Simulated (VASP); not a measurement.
Here is the system:

```
Co3V
1.0
    3.46034     0.00000     0.00000
    0.00000     3.46034     0.00000
    0.00000     0.00000     3.46034
V Co
1 3
Direct
  0.00000   0.00000   0.00000
  0.50000   0.50000   0.00000
  0.00000   0.50000   0.50000
  0.50000   0.00000   0.50000
```

Calculation: PBEsol GGA, VASP's PBE PAW potentials (set 64) (plane waves; VASP 6.6.1). Settings: 400 eV cut-off, 8×8×8 Γ-centred mesh, first-order Methfessel-Paxton smearing of 0.10 eV, potentials V_sv Co.

Q: Predict the energy per atom (σ→0), band gap (on the k-mesh) with the smallest direct gap where there is one.

A: 
```json
{
  "band gap (on the k-mesh)": "none (metal, semimetal or under 0.01 eV)",
  "energy per atom (σ→0)": "-8433 meV/atom"
}
```

Only differences to runs with the same potentials and settings are physical.

The structure comes from a computed database's VCo3 entry (Pm-3m); how it stands against other phases isn't given here. It was relaxed first. The start is the result of an earlier pass. The run is not spin-polarised, so no magnetic state was tried.
